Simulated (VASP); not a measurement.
All values below come from PBEsol GGA, VASP's PBE PAW potentials (set 64) (plane waves; VASP 6.6.1).

A VASP calculation is set up with these files.

File KPOINTS:
```
Automatic mesh
0
Gamma
17 17 17
0 0 0
```

INCAR:
```
! general
SYSTEM  = As
PREC    = Accurate
ENCUT   = 400   ! plane-wave cut-off (eV)
LREAL   = .FALSE.
LASPH   = .TRUE.

! electronic loop
EDIFF   = 1E-7   ! SCF stop (eV)
NELM    = 100
ALGO    = Normal   ! blocked Davidson
LMAXMIX = 4

! smearing
ISMEAR  = -5

! functional
GGA     = PS

! ions
ISIF    = 2   ! forces and stress, cell fixed

! output
LWAVE   = .FALSE.
LCHARG  = .TRUE.
LORBIT  = 11
NEDOS   = 601   ! DOS grid
```

File POSCAR:
```
As
1
   -1.6563318818     1.6563318818     1.6563318818
    1.6563318818    -1.6563318818     1.6563318818
    1.6563318818     1.6563318818    -1.6563318818
As
1
Direct
  0.0000000000   0.0000000000   0.0000000000
```

POTCAR, in this order: As (PBE.64 set). Program: vasp_std.

The run wrote:

OSZICAR:
```
       N       E                     dE             d eps       ncg     rms          rms(c)
DAV:   1     0.196572552112E+01    0.19657E+01   -0.18245E+03  2010   0.509E+02
DAV:   2    -0.465725854549E+01   -0.66230E+01   -0.63657E+01  2826   0.602E+01
DAV:   3    -0.474311740022E+01   -0.85859E-01   -0.86125E-01  2304   0.704E+00
DAV:   4    -0.474320267010E+01   -0.85270E-04   -0.86400E-04  2760   0.223E-01
DAV:   5    -0.474320270008E+01   -0.29980E-07   -0.29252E-07  2304   0.329E-03    0.208E+00
DAV:   6    -0.473895302291E+01    0.42497E-02   -0.22846E-03  2124   0.305E-01    0.121E+00
DAV:   7    -0.473682803769E+01    0.21250E-02   -0.42201E-03  2166   0.413E-01    0.436E-02
DAV:   8    -0.473683107425E+01   -0.30366E-05   -0.30603E-05  2190   0.536E-02    0.618E-03
DAV:   9    -0.473683126626E+01   -0.19201E-06   -0.19607E-07  2772   0.423E-03    0.327E-03
DAV:  10    -0.473683068408E+01    0.58218E-06   -0.63378E-08  1416   0.184E-03    0.149E-04
DAV:  11    -0.473683070013E+01   -0.16044E-07   -0.20512E-09  1056   0.475E-04
   1 F= -.47368307E+01 E0= -.47368307E+01  d E =0.000000E+00
```

**OUTCAR**
```
------------------------ aborting loop because EDIFF is reached ----------------------------------------
  FORCE on cell =-STRESS in cart. coord.  units (eV):
  Direction    XX          YY          ZZ          XY          YZ          ZX
  --------------------------------------------------------------------------------------
  Total        0.0318188      0.0318188      0.0318188     -0.0000000     -0.0000000      0.0000000
  in kB        2.8047390      2.8047390      2.8047390     -0.0000000     -0.0000000      0.0000000
  external PRESSURE =       2.8047390 kB  Pullay stress =       0.0000000 kB
  volume of cell :       18.18
      direct lattice vectors                 reciprocal lattice vectors
    -1.656331882  1.656331882  1.656331882     0.000000000  0.301871868  0.301871868
     1.656331882 -1.656331882  1.656331882     0.301871868  0.000000000  0.301871868
     1.656331882  1.656331882 -1.656331882     0.301871868  0.301871868  0.000000000
 POSITION                                       TOTAL-FORCE (eV/Angst)
 -----------------------------------------------------------------------------------
      0.00000      0.00000      0.00000        -0.000000      0.000000     -0.000000
 -----------------------------------------------------------------------------------
    total drift:                                0.000000      0.000000     -0.000000
  FREE ENERGIE OF THE ION-ELECTRON SYSTEM (eV)
  ---------------------------------------------------
  free  energy   TOTEN  =        -4.7368307001 eV

  energy  without entropy=       -4.7368307001  energy(sigma->0) =       -4.73683070

 total charge

# of ion       s       p       d       tot
------------------------------------------
    1        1.338   1.240   0.056   2.634
```
(Selected blocks of OUTCAR.)

For a metal the tetrahedron method with Blöchl corrections gives inexact stress and forces.

The structure was generated: As was put into the bcc type (Im-3m), which need not be its known phase. It was relaxed first, which changed the volume by -6 %.
